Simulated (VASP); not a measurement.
Output of a VASP run:

**OUTCAR**
```
 ion  position               nearest neighbor table
   1  0.000  0.000  0.000-   2 2.88   2 2.88   2 2.88   2 2.88
   2  0.250  0.250  0.250-   1 2.88   1 2.88   1 2.88   1 2.88
  LATTYP: Found a face centered cubic cell.
 ALAT       =     6.6453497986
 Subroutine PRICEL returns:
 Original cell was already a primitive cell.
 Subroutine GETGRP returns: Found 24 space group operations
The static configuration has the point symmetry T_d .
The dynamic configuration has the point symmetry T_d .
 Subroutine INISYM returns: Found 24 space group operations
 Subroutine IBZKPT returns following result:
 Found     47 irreducible k-points:

 Following reciprocal coordinates:
            Coordinates               Weight
  0.000000  0.000000  0.000000      1.000000
  0.100000  0.000000  0.000000      8.000000
  0.200000  0.000000  0.000000      8.000000
  0.300000  0.000000  0.000000      8.000000
  0.400000  0.000000  0.000000      8.000000
  0.500000  0.000000  0.000000      4.000000
  0.100000  0.100000  0.000000      6.000000
  0.200000  0.100000  0.000000     24.000000
  0.300000  0.100000  0.000000     24.000000
  0.400000  0.100000  0.000000     24.000000
  0.500000  0.100000  0.000000     24.000000
 -0.400000  0.100000  0.000000     24.000000
 -0.300000  0.100000  0.000000     24.000000
 -0.200000  0.100000  0.000000     24.000000
 -0.100000  0.100000  0.000000     12.000000
  0.200000  0.200000  0.000000      6.000000
  0.300000  0.200000  0.000000     24.000000
  0.400000  0.200000  0.000000     24.000000
  0.500000  0.200000  0.000000     24.000000
 -0.400000  0.200000  0.000000     24.000000
 -0.300000  0.200000  0.000000     24.000000
 -0.200000  0.200000  0.000000     12.000000
  0.300000  0.300000  0.000000      6.000000
  0.400000  0.300000  0.000000     24.000000
  0.500000  0.300000  0.000000     24.000000
 -0.400000  0.300000  0.000000     24.000000
 -0.300000  0.300000  0.000000     12.000000
  0.400000  0.400000  0.000000      6.000000
  0.500000  0.400000  0.000000     24.000000
 -0.400000  0.400000  0.000000     12.000000
  0.500000  0.500000  0.000000      3.000000
  0.300000  0.200000  0.100000     24.000000
  0.400000  0.200000  0.100000     48.000000
  0.500000  0.200000  0.100000     48.000000
 -0.400000  0.200000  0.100000     24.000000
  0.400000  0.300000  0.100000     24.000000
  0.500000  0.300000  0.100000     48.000000
 -0.400000  0.300000  0.100000     48.000000
 -0.300000  0.300000  0.100000     48.000000
 -0.200000  0.300000  0.100000     24.000000
   k-points           NKPTS =     47   k-points in BZ     NKDIM =     47   number of bands    NBANDS=     13
   number of dos      NEDOS =    301   number of ions     NIONS =      2
   total plane-waves  NPLWV =  46656
   dimension x,y,z NGX =    36 NGY =   36 NGZ =   36
   dimension x,y,z NGXF=    72 NGYF=   72 NGZF=   72
   ions per type =               1   1
   PREC   = accura    normal or accurate (medium, high low for compatibility)
   ISTART =      0    job   : 0-new  1-cont  2-samecut
   ICHARG =      2    charge: 1-file 2-atom 10-const
   ISPIN  =      1    spin polarized calculation?
   LNONCOLLINEAR =      F non collinear calculations
   LSORBIT =      F    spin-orbit coupling
   INIWAV =      1    electr: 0-lowe 1-rand  2-diag
   ENCUT  =  520.0 eV  38.22 Ry    6.18 a.u.   8.74  8.74  8.74*2*pi/ulx,y,z
   NELM   =    100;   NELMIN=  2; NELMDL= -5     # of ELM steps
   EDIFF  = 0.1E-06   stopping-criterion for ELM
   LREAL  =      F    real-space projection
   NLSPLINE    = F    spline interpolate recip. space projectors
   LMAXMIX     =    6 max onsite mixed and CHGCAR
   VOSKOWN=      0    Vosko Wilk Nusair interpolation
   EDIFFG = 0.1E-05   stopping-criterion for IOM
   NSW    =      0    number of steps for IOM
   NBLOCK =      1;   KBLOCK =      1    inner block; outer block
   IBRION =     -1    ionic relax: 0-MD 1-quasi-New 2-CG
...
```

**OSZICAR**
```
       N       E                     dE             d eps       ncg     rms          rms(c)
DAV:   1     0.311192105925E+03    0.31119E+03   -0.65108E+04  1222   0.262E+05
DAV:   2     0.346256750589E+02   -0.27657E+03   -0.25837E+03  1728   0.366E+02
DAV:   3    -0.294104673129E+03   -0.32873E+03   -0.34617E+03  1996   0.149E+02
DAV:   4     0.408768447878E+02    0.33498E+03   -0.38325E+02  1668   0.121E+02
DAV:   5    -0.700281267117E+02   -0.11090E+03   -0.13720E+03  1729   0.163E+01    0.921E+01
DAV:   6     0.591460849636E+02    0.12917E+03   -0.33373E+02  1475   0.634E+01    0.325E+01
DAV:   7     0.583372988262E+02   -0.80879E+00   -0.15511E+00  1297   0.801E+00    0.229E+01
DAV:   8     0.587310053863E+02    0.39371E+00   -0.31806E-01  1257   0.705E+00    0.999E+00
DAV:   9     0.583101560882E+02   -0.42085E+00   -0.15083E-01  1227   0.435E+00    0.586E+00
DAV:  10     0.584157641181E+02    0.10561E+00   -0.31784E-02  1267   0.177E+00    0.148E+00
DAV:  11     0.583097007841E+02   -0.10606E+00   -0.27341E-02  1242   0.155E+00    0.539E-01
DAV:  12     0.583068030912E+02   -0.28977E-02   -0.31947E-03  1302   0.677E-01    0.126E-01
DAV:  13     0.583053759219E+02   -0.14272E-02   -0.87949E-04  1317   0.338E-01    0.125E-01
DAV:  14     0.583052725070E+02   -0.10341E-03   -0.18470E-04  1307   0.161E-01    0.606E-02
DAV:  15     0.583052256876E+02   -0.46819E-04   -0.11745E-04  1232   0.162E-01    0.145E-02
DAV:  16     0.583051301138E+02   -0.95574E-04   -0.46813E-05  1302   0.835E-02    0.243E-02
DAV:  17     0.583051036895E+02   -0.26424E-04   -0.10251E-05  1282   0.329E-02    0.345E-03
DAV:  18     0.583051022108E+02   -0.14787E-05   -0.35855E-07  1397   0.593E-03    0.176E-03
DAV:  19     0.583051023134E+02    0.10269E-06   -0.18615E-07  1273   0.340E-03    0.114E-03
DAV:  20     0.583051020822E+02   -0.23129E-06   -0.22334E-08   876   0.228E-03    0.357E-04
DAV:  21     0.583051020964E+02    0.14215E-07   -0.40962E-10   626   0.554E-04
   1 F= 0.58305102E+02 E0= 0.58305035E+02  d E =0.202347E-03
```

**OUTCAR**
```
------------------------ aborting loop because EDIFF is reached ----------------------------------------
  FORCE on cell =-STRESS in cart. coord.  units (eV):
  Direction    XX          YY          ZZ          XY          YZ          ZX
  --------------------------------------------------------------------------------------
  Total       -0.4748897     -0.4748897     -0.4748897     -0.0000000      0.0000000     -0.0000000
  in kB      -10.3707413    -10.3707413    -10.3707413     -0.0000000      0.0000000     -0.0000000
  external PRESSURE =     -10.3707413 kB  Pullay stress =       0.0000000 kB
  volume of cell :       73.37
      direct lattice vectors                 reciprocal lattice vectors
     0.000000000  3.322674899  3.322674899    -0.150481168  0.150481168  0.150481168
     3.322674899  0.000000000  3.322674899     0.150481168 -0.150481168  0.150481168
     3.322674899  3.322674899  0.000000000     0.150481168  0.150481168 -0.150481168
 POSITION                                       TOTAL-FORCE (eV/Angst)
 -----------------------------------------------------------------------------------
      0.00000      0.00000      0.00000         0.000000      0.000000      0.000000
      1.66134      1.66134      1.66134        -0.000000     -0.000000     -0.000000
 -----------------------------------------------------------------------------------
    total drift:                               -0.000000     -0.000000     -0.000000
  FREE ENERGIE OF THE ION-ELECTRON SYSTEM (eV)
  ---------------------------------------------------
  free  energy   TOTEN  =        58.3051020964 eV

  energy  without entropy=       58.3048997494  energy(sigma->0) =       58.30503465
```
(Selected blocks of OUTCAR.)

**POSCAR**
```
HgTe
1
    0.0000000000     3.3226748993     3.3226748993
    3.3226748993     0.0000000000     3.3226748993
    3.3226748993     3.3226748993     0.0000000000
Hg Te
1 1
Direct
  0.0000000000   0.0000000000   0.0000000000
  0.2500000000   0.2500000000   0.2500000000
```

Question: Reconstruct the remaining input files.

Answer: This is not unique; one that fits is the input of the run itself, revTPSS meta-GGA, plane waves, VASP's PBE PAW potentials (set 64).

INCAR:
```
! general
SYSTEM   =  HgTe
PREC     =  Accurate
ENCUT    =  520   ! plane-wave cut-off (eV)
LREAL    =  .FALSE.
LASPH    =  .TRUE.   ! aspherical one-centre terms

! electronic loop
EDIFF    =  1E-7
NELM     =  100   ! most electronic steps
ALGO     =  Normal
LMAXMIX  =  6   ! l cut-off of mixed one-centre charges
LMIXTAU  =  .TRUE.

! smearing
ISMEAR   =  1
SIGMA    =  0.1   ! width (eV)

! functional
METAGGA  =  RTPSS

! ions
ISIF     =  2   ! forces and stress, cell fixed

! output
LWAVE    =  .FALSE.
LCHARG   =  .FALSE.
```

**KPOINTS**
```
K-points
0
Gamma
 10 10 10
0 0 0
```

POTCAR, in this order: Hg Te (PBE.64 set). Program: vasp_std.

The compound is HgTe in the zinc blende structure. This cell is one point of a volume scan, at 1.03 of the reference volume.
